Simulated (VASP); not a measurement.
These are PBE GGA with spin-orbit coupling, VASP's PBE PAW potentials (set 64) (plane waves; VASP) values and carry that method's errors.

VASP ran on this input.

**KPOINTS**
```
Automatic mesh
0
Gamma
7 7 4
0 0 0
```

**POSCAR**
```
Pm
5.8920240
  0.6159175523   0.0000000000   0.0000000000
 -0.3079586913   0.5334002373   0.0000000000
  0.0000000000   0.0000000000   1.0000000000
Pm
2
direct
  0.3211060000   0.6746920000   0.2494080000
  0.6788940000   0.3253080000   0.7505920000
```

### INCAR
```
ALGO  =  Normal
EDIFF  =  1E-6
ENCUT  =  300
GGA  =  PE
GGA_COMPAT  =  F
ISIF  =  2
ISMEAR  =  -1
LASPH  =  T
LCHARG  =  F
LMAXMIX  =  6
LNONCOLLINEAR  =  T
LORBIT  =  11
LREAL  =  F
LSORBIT  =  T
LWAVE  =  F
MAGMOM  =  2*0.0 4.0 2*0.0 4.0
NELM  =  100
PREC  =  Accurate
SIGMA  =  0.1
SYSTEM  =  Pm
```

POTCAR, in this order: Pm (PBE.64 set). Program: vasp_ncl.

Output

### OUTCAR
```
 ion  position               nearest neighbor table
   1  0.321  0.675  0.249-
   2  0.679  0.325  0.751-
  LATTYP: Found a hexagonal cell.
 ALAT       =     3.6290010000
 C/A-ratio  =     1.6235939312
 Subroutine PRICEL returns:
 Original cell was already a primitive cell.
 Subroutine GETGRP returns: Found  2 space group operations
The static configuration has the point symmetry S_2 .
The dynamic configuration has the point symmetry S_2 .
The overall configuration has the point symmetry S_2 .
 Subroutine INISYM returns: Found  2 space group operations
 Subroutine IBZKPT returns following result:
 Found     99 irreducible k-points:

 Following reciprocal coordinates:
            Coordinates               Weight
  0.000000  0.000000  0.000000      1.000000
  0.142857 -0.000000  0.000000      2.000000
  0.000000  0.142857  0.000000      2.000000
 -0.142857  0.142857  0.000000      2.000000
  0.285714 -0.000000  0.000000      2.000000
  0.000000  0.285714  0.000000      2.000000
 -0.285714  0.285714  0.000000      2.000000
  0.428571  0.000000  0.000000      2.000000
  0.000000  0.428571  0.000000      2.000000
 -0.428571  0.428571  0.000000      2.000000
  0.142857  0.142857  0.000000      2.000000
 -0.142857  0.285714  0.000000      2.000000
 -0.285714  0.142857  0.000000      2.000000
  0.285714  0.142857  0.000000      2.000000
 -0.142857  0.428571  0.000000      2.000000
 -0.428571  0.285714  0.000000      2.000000
 -0.285714  0.428571  0.000000      2.000000
  0.142857  0.285714  0.000000      2.000000
  0.428571 -0.142857  0.000000      2.000000
  0.428571  0.142857  0.000000      2.000000
 -0.142857 -0.428571  0.000000      2.000000
  0.428571  0.428571  0.000000      2.000000
  0.285714  0.285714  0.000000      2.000000
 -0.285714 -0.428571  0.000000      2.000000
  0.428571  0.285714  0.000000      2.000000
  0.000000  0.000000  0.250000      2.000000
  0.142857 -0.000000  0.250000      2.000000
  0.000000  0.142857  0.250000      2.000000
 -0.142857  0.142857  0.250000      2.000000
 -0.142857  0.000000  0.250000      2.000000
  0.000000 -0.142857  0.250000      2.000000
  0.142857 -0.142857  0.250000      2.000000
  0.285714 -0.000000  0.250000      2.000000
  0.000000  0.285714  0.250000      2.000000
 -0.285714  0.285714  0.250000      2.000000
 -0.285714  0.000000  0.250000      2.000000
  0.000000 -0.285714  0.250000      2.000000
  0.285714 -0.285714  0.250000      2.000000
  0.428571  0.000000  0.250000      2.000000
  0.000000  0.428571  0.250000      2.000000
   k-points           NKPTS =     99   k-points in BZ     NKDIM =     99   number of bands    NBANDS=     46
   number of dos      NEDOS =    301   number of ions     NIONS =      2
   total plane-waves  NPLWV =  20736
   dimension x,y,z NGX =    24 NGY =   24 NGZ =   36
   dimension x,y,z NGXF=    48 NGYF=   48 NGZF=   72
   ions per type =               2
   PREC   = accura    normal or accurate (medium, high low for compatibility)
   ISTART =      0    job   : 0-new  1-cont  2-samecut
   ICHARG =      2    charge: 1-file 2-atom 10-const
   ISPIN  =      1    spin polarized calculation?
   LNONCOLLINEAR =      T non collinear calculations
   LSORBIT =      T    spin-orbit coupling
   INIWAV =      1    electr: 0-lowe 1-rand  2-diag
   ENCUT  =  300.0 eV  22.05 Ry    4.70 a.u.   5.13  5.13  8.32*2*pi/ulx,y,z
   NELM   =    100;   NELMIN=  2; NELMDL= -5     # of ELM steps
   EDIFF  = 0.1E-05   stopping-criterion for ELM
   LREAL  =      F    real-space projection
...
```

File OSZICAR:
```
       N       E                     dE             d eps       ncg     rms          rms(c)
DAV:   1     0.315822580486E+03    0.31582E+03   -0.84494E+03  9108   0.115E+03
DAV:   2     0.458554775879E+02   -0.26997E+03   -0.26094E+03 10980   0.332E+02
DAV:   3    -0.664869701815E+01   -0.52504E+02   -0.49281E+02 12116   0.153E+02
DAV:   4    -0.137686693132E+02   -0.71200E+01   -0.63428E+01 17424   0.566E+01
DAV:   5    -0.145976698378E+02   -0.82900E+00   -0.77650E+00 16416   0.209E+01    0.525E+01
DAV:   6    -0.340416035784E+02   -0.19444E+02   -0.82855E+01 15616   0.810E+01    0.506E+01
DAV:   7    -0.161239068529E+02    0.17918E+02   -0.47147E+01 13892   0.571E+01    0.347E+01
DAV:   8    -0.177392577369E+02   -0.16154E+01   -0.15622E+01 16096   0.240E+01    0.309E+01
DAV:   9    -0.163737935880E+02    0.13655E+01   -0.50884E+00 13620   0.194E+01    0.954E+00
DAV:  10    -0.164916190482E+02   -0.11783E+00   -0.47558E-01 17248   0.569E+00    0.572E+00
DAV:  11    -0.164771514697E+02    0.14468E-01   -0.73259E-02 15230   0.261E+00    0.316E+00
DAV:  12    -0.165029228634E+02   -0.25771E-01   -0.26328E-02 16448   0.139E+00    0.280E+00
DAV:  13    -0.165163990754E+02   -0.13476E-01   -0.23882E-02 14722   0.167E+00    0.130E+00
DAV:  14    -0.165237646957E+02   -0.73656E-02   -0.16401E-02 14216   0.117E+00    0.506E-01
DAV:  15    -0.165271192690E+02   -0.33546E-02   -0.58755E-03 16896   0.940E-01    0.284E-01
DAV:  16    -0.165280296480E+02   -0.91038E-03   -0.26257E-03 15576   0.535E-01    0.213E-01
DAV:  17    -0.165282606925E+02   -0.23104E-03   -0.75939E-04 17848   0.202E-01    0.181E-01
DAV:  18    -0.165282697081E+02   -0.90156E-05   -0.12082E-04 16616   0.791E-02    0.179E-01
DAV:  19    -0.165261871921E+02    0.20825E-02   -0.39431E-03 15240   0.476E-01    0.194E-01
DAV:  20    -0.165256908864E+02    0.49631E-03   -0.31649E-03 16792   0.385E-01    0.210E-01
DAV:  21    -0.165261215426E+02   -0.43066E-03   -0.12468E-03 16592   0.242E-01    0.162E-01
DAV:  22    -0.165181410228E+02    0.79805E-02   -0.36575E-02 15976   0.131E+00    0.326E-01
DAV:  23    -0.165236815232E+02   -0.55405E-02   -0.85337E-03 16880   0.635E-01    0.202E-01
DAV:  24    -0.165266733544E+02   -0.29918E-02   -0.74005E-04 13584   0.230E-01    0.829E-02
DAV:  25    -0.165267414038E+02   -0.68049E-04   -0.87774E-04 14400   0.253E-01    0.513E-02
DAV:  26    -0.165262638436E+02    0.47756E-03   -0.16536E-03 16712   0.285E-01    0.736E-02
DAV:  27    -0.165260888483E+02    0.17500E-03   -0.20115E-03 17256   0.305E-01    0.838E-02
DAV:  28    -0.165265958420E+02   -0.50699E-03   -0.20968E-04 14952   0.108E-01    0.450E-02
DAV:  29    -0.165266020266E+02   -0.61846E-05   -0.37515E-04 16824   0.133E-01    0.462E-02
DAV:  30    -0.165262177032E+02    0.38432E-03   -0.27275E-03 16328   0.364E-01    0.879E-02
DAV:  31    -0.165264828907E+02   -0.26519E-03   -0.18469E-03 17320   0.290E-01    0.860E-02
DAV:  32    -0.165268482007E+02   -0.36531E-03   -0.30624E-04 14504   0.142E-01    0.473E-02
DAV:  33    -0.165266406585E+02    0.20754E-03   -0.61883E-04 15296   0.187E-01    0.457E-02
DAV:  34    -0.165260928364E+02    0.54782E-03   -0.21310E-03 16544   0.322E-01    0.767E-02
DAV:  35    -0.165258829416E+02    0.20989E-03   -0.27129E-03 17336   0.355E-01    0.908E-02
DAV:  36    -0.165263395501E+02   -0.45661E-03   -0.11009E-03 17112   0.226E-01    0.666E-02
DAV:  37    -0.165267053524E+02   -0.36580E-03   -0.28520E-05 11912   0.574E-02    0.188E-02
DAV:  38    -0.165266725946E+02    0.32758E-04   -0.11823E-04 15256   0.829E-02    0.173E-02
DAV:  39    -0.165265683986E+02    0.10420E-03   -0.44089E-04 16488   0.147E-01    0.340E-02
DAV:  40    -0.165266450680E+02   -0.76669E-04   -0.79790E-05 15776   0.625E-02    0.201E-02
DAV:  41    -0.165266717910E+02   -0.26723E-04   -0.22456E-05 10016   0.339E-02    0.117E-02
DAV:  42    -0.165266817784E+02   -0.99875E-05   -0.14526E-06  8432   0.149E-02    0.575E-03
DAV:  43    -0.165266775815E+02    0.41969E-05   -0.26811E-05 10352   0.419E-02    0.863E-03
DAV:  44    -0.165266300290E+02    0.47553E-04   -0.30755E-04 15984   0.127E-01    0.273E-02
DAV:  45    -0.165266131806E+02    0.16848E-04   -0.46735E-04 17432   0.149E-01    0.378E-02
DAV:  46    -0.165267088632E+02   -0.95683E-04   -0.20776E-05 11606   0.454E-02    0.125E-02
DAV:  47    -0.165267129313E+02   -0.40681E-05   -0.18955E-04 16608   0.100E-01    0.246E-02
DAV:  48    -0.165267393402E+02   -0.26409E-04   -0.98079E-06 10592   0.245E-02    0.181E-02
DAV:  49    -0.165267049554E+02    0.34385E-04   -0.52190E-05 14152   0.594E-02    0.185E-02
DAV:  50    -0.165267069872E+02   -0.20318E-05   -0.10503E-05  7832   0.250E-02    0.166E-02
DAV:  51    -0.165266543099E+02    0.52677E-04   -0.13577E-04 15952   0.821E-02    0.225E-02
DAV:  52    -0.165266822277E+02   -0.27918E-04   -0.14492E-05 10536   0.293E-02    0.143E-02
DAV:  53    -0.165267010199E+02   -0.18792E-04   -0.95322E-06 10318   0.291E-02    0.105E-02
DAV:  54    -0.165267041868E+02   -0.31669E-05   -0.49072E-06  6672   0.204E-02    0.112E-02
DAV:  55    -0.165266951884E+02    0.89984E-05   -0.85920E-06  7680   0.252E-02    0.114E-02
DAV:  56    -0.165267023966E+02   -0.72082E-05   -0.39700E-06  6970   0.160E-02    0.107E-02
DAV:  57    -0.165267075779E+02   -0.51814E-05   -0.12796E-05  8280   0.268E-02    0.122E-02
DAV:  58    -0.165267079778E+02   -0.39983E-06   -0.73976E-07  6368   0.111E-02
   1 F= -.16526708E+02 E0= -.16332247E+02  d E =-.388921E+00  mag=    -0.0015    -0.0024    10.5263
```

### OUTCAR
```
------------------------ aborting loop because EDIFF is reached ----------------------------------------
  FORCE on cell =-STRESS in cart. coord.  units (eV):
  Direction    XX          YY          ZZ          XY          YZ          ZX
  --------------------------------------------------------------------------------------
  Total       -0.1695157     -0.0707394     -0.2456371      0.1141397     -0.0011877      0.0019640
  in kB       -4.0415805     -1.6865645     -5.8564608      2.7213102     -0.0283170      0.0468251
  external PRESSURE =      -3.8615353 kB  Pullay stress =       0.0000000 kB
  volume of cell :       67.20
      direct lattice vectors                 reciprocal lattice vectors
     3.629001000  0.000000000  0.000000000     0.275557929  0.159093404  0.000000000
    -1.814500000  3.142807000  0.000000000     0.000000000  0.318186895  0.000000000
     0.000000000  0.000000000  5.892024000     0.000000000  0.000000000  0.169720965
 POSITION                                       TOTAL-FORCE (eV/Angst)
 -----------------------------------------------------------------------------------
     -0.05893      2.12043      1.46952         0.065642     -0.028639      0.015281
      1.87344      1.02238      4.42251        -0.065642      0.028639     -0.015281
 -----------------------------------------------------------------------------------
    total drift:                                0.000000     -0.000000     -0.000000
  FREE ENERGIE OF THE ION-ELECTRON SYSTEM (eV)
  ---------------------------------------------------
  free  energy   TOTEN  =       -16.5267079778 eV

  energy  without entropy=      -16.1377866753  energy(sigma->0) =      -16.33224733

 total charge

# of ion       s       p       d       f       tot
--------------------------------------------------
    1        2.041   5.533   0.514   4.381  12.468
    2        2.041   5.533   0.514   4.381  12.468
--------------------------------------------------
tot          4.082  11.065   1.027   8.763  24.937

 magnetization (x)

# of ion       s       p       d       f       tot
--------------------------------------------------
    1        0.000  -0.000  -0.000  -0.001  -0.001
    2        0.000  -0.000  -0.000  -0.001  -0.001
--------------------------------------------------
tot          0.000  -0.000  -0.000  -0.001  -0.001

 magnetization (y)

# of ion       s       p       d       f       tot
--------------------------------------------------
    1        0.000  -0.000  -0.000  -0.001  -0.001
    2        0.000  -0.000  -0.000  -0.001  -0.001
--------------------------------------------------
tot          0.000  -0.000  -0.000  -0.002  -0.002

 magnetization (z)

# of ion       s       p       d       f       tot
--------------------------------------------------
    1       -0.003   0.014   0.217   4.334   4.562
    2       -0.003   0.014   0.217   4.334   4.562
--------------------------------------------------
tot         -0.006   0.027   0.434   8.668   9.124

 Ion:    1  E_soc:     -0.9837836

 Ion:    2  E_soc:     -0.9837836
```
(Selected blocks of OUTCAR.)

At this cut-off the stress carries a Pulay error, which pulls relaxed volumes low.

The structure was generated: Pm was put into an ordered model structure, which need not be its known phase. The cell was not relaxed at this level, atoms are displaced from their ideal sites. The run is one of a series of settings (GGA_COMPAT = .FALSE., ISPIN removed, LNONCOLLINEAR = .TRUE., LSORBIT = .TRUE., MAGMOM = 0.0 0.0 4.0 0.0 0.0 4.0, program vasp_ncl against the base run), some of them coarse on purpose.
